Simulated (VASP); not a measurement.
Here is the system:

```xyz
2
Lattice="1.1329 -1.9623 0.0000 1.1329 1.9623 0.0000 0.0000 0.0000 3.5616" Properties=species:S:1:pos:R:3 pbc="T T T"
Be     1.1329     0.6541     0.8904
Be     1.1329    -0.6541     2.6712
```

All values below come from r2SCAN+rVV10, VASP's PBE PAW potentials (set 64) (plane waves; VASP). Run with 520 eV cut-off, 21×21×12 Γ-centred mesh, tetrahedra with Blöchl corrections, potentials Be.

### Question
Estimate the energy per atom (σ→0), band gap (over mesh and band path) with the smallest direct gap where there is one.

### Answer

```yaml
band gap (over mesh and band path): none (metal, semimetal or under 0.01 eV)
energy per atom (σ→0): -4.339 eV/atom
```

Only differences to runs with the same potentials and settings are physical.

The compound is Be in the hcp structure. It was relaxed first.
